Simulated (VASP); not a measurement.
Crystal: Ni.

```xyz
1
Lattice="0.0000 1.7619 1.7619 1.7619 0.0000 1.7619 1.7619 1.7619 0.0000" Properties=species:S:1:pos:R:3 pbc="T T T"
Ni    0.0000    0.0000    0.0000
```

| Property | Result |
| --- | --- |
| Program | VASP 6.6.1 |
| Task | relaxation of cell and atoms |
| Functional | PBE |
| Dispersion | D3(BJ) |
| Potentials or basis | VASP PAW PBE potentials, release 64 (Ni) |
| Cutoff | 600 eV |
| k mesh | 22 × 22 × 22 |
| Occupations | methfessel-paxton, width 0.1 eV |
| Spin | collinear spin, ferromagnetic start |
| Starting moments | [0.7] μB |

At the start: pressure -7.9 GPa; volume 10.94 Å³/atom.

Problem. How do energy, volume and symmetry change on relaxing?

Solution. Over 3 steps the energy falls by 11.0 meV/atom and the volume is 10.51 Å³/atom (-3.9 %); space group Fm-3m (No. 225, to 0.05 Å); moment 0.64 μB per cell.

The path:
```csv
step,energy change (eV),largest force (eV/Å),pressure (GPa),volume (Å³)
1,0.0000,0.0000,-7.94,10.94
2,0.0005,0.0000,9.42,10.10
3,-0.0110,0.0000,-0.07,10.51
```

Final structure:
```yaml
crystal:
  lattice:
    - [0.00000, 1.73875, 1.73875]
    - [1.73875, 0.00000, 1.73875]
    - [1.73875, 1.73875, 0.00000]
  atoms:
    - { symbol: Ni, position: [0.00000, 0.00000, 0.00000] }
```

Caveat: pairwise dispersion overbinds metals, which lowers pressure and volume.
